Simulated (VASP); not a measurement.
Set up this calculation in VASP 6.6.1, as the native input.

```
Task                   : band structure
Functional             : PBEsol
Potentials or basis    : VASP PAW PBE potentials, release 64 (Ge_d, Si)
Cutoff                 : 520 eV
k mesh                 : 6 × 6 × 6
Occupations            : gaussian, width 0.03 eV
Spin                   : no spin polarisation
Further INCAR settings : ALGO = Fast; EDIFF = 1e-06; NBANDS = 101
```

The structure of Si5Ge11 lies in POSCAR:

```
Si5Ge11                                 
1.0
    0.0002917129      5.5881352221     -5.5879170131
    5.5884269350      5.5884269350     -0.0000000000
    5.5895151812     -0.0010882462     -5.5892969014
  Ge              Si            
    11     5
Direct
     0.4955407848081695    0.0014805660189622    0.5014980831539060
     0.0045412221951420    0.9984181543887383    0.4984361766024367
     0.0045412221951420    0.4986044468136903    0.4984361766024367
     0.4968775231364381    0.9970681091958354    0.0030311017954650
     0.4968775231364381    0.5030232658722614    0.0030311017954650
     0.0001085954250786    0.4999624381627558    0.9999665282494169
     0.8706630452076028    0.3764143683045685    0.3765082181832672
     0.8763806264639823    0.8764617393194115    0.3706958948971876
     0.3765705306564421    0.3763731810450182    0.8706831072535286
     0.8763855796818086    0.3706581835522252    0.8764199467053613
     0.8763855796818086    0.8765362900605977    0.8764199467053613
     0.4970593395052587    0.5028337779598867    0.4972731045749680
     0.0042505384517348    0.9985190158143928    0.9987114299194796
     0.3763882763185602    0.3762827373318574    0.3762942223024814
     0.3763882763185602    0.8710347640471010    0.3762942223024814
     0.3710413368178405    0.8763289621126975    0.8763007389567645
```

The cell was built by a generator and needn't be a form met in nature.

These files were run (other wordings do the same):

INCAR

```
ALGO     = Fast           # electronic algorithm
EDIFF    = 1E-6           # SCF threshold, eV
ENCUT    = 520            # plane-wave cutoff, eV
GGA      = PS             # functional
ICORELEVEL= 1            
ISIF     = 2              # what is computed and relaxed
ISMEAR   = 0              # smearing method
LASPH    = True           # aspherical terms in the spheres
LCHARG   = False          # write CHGCAR
LREAL    = False          # projectors in reciprocal space
LUSENCCL = False        
LWAVE    = False          # write WAVECAR
NBANDS   = 101            # bands
NELM     = 80             # most SCF steps
PREC     = Accurate       # precision mode
SIGMA    = 0.03           # smearing width, eV
```

KPOINTS

```
k-points
0
Gamma
  6 6 6
```

KPOINTS_OPT

```
explicit points
6
Reciprocal
 0.0000000000  0.0000000000  0.0000000000 1
 0.3750000000  0.3750000000  0.7500000000 1
 0.5000000000  0.5000000000  0.5000000000 1
 0.6250000000  0.2500000000  0.6250000000 1
 0.5000000000  0.2500000000  0.7500000000 1
 0.5000000000  0.0000000000  0.5000000000 1
```

Potentials or basis: VASP PAW PBE potentials, release 64 (Ge_d, Si).

Launch:

```console
$ cat potpaw_PBE.64/Ge_d/POTCAR potpaw_PBE.64/Si/POTCAR > POTCAR
$ mpirun -np 1 vasp_std > vasp.out
```

It gave:

```yaml
Pressure: 0.1 GPa
Largest_force: 0.004 eV/Å
Band_gap_on_the_k_mesh: 0.21 eV, direct
Band_gap_along_the_path: 0.21 eV, direct
```

Caveat: the PAW data sets were made with another functional, which shifts forces and pressure a little.

Run time: 44 min on 1 × NVIDIA H100 80GB with 1 thread of AMD EPYC 7R13 Processor (Zen 3), on a shared host, peak memory 3.6 GiB.
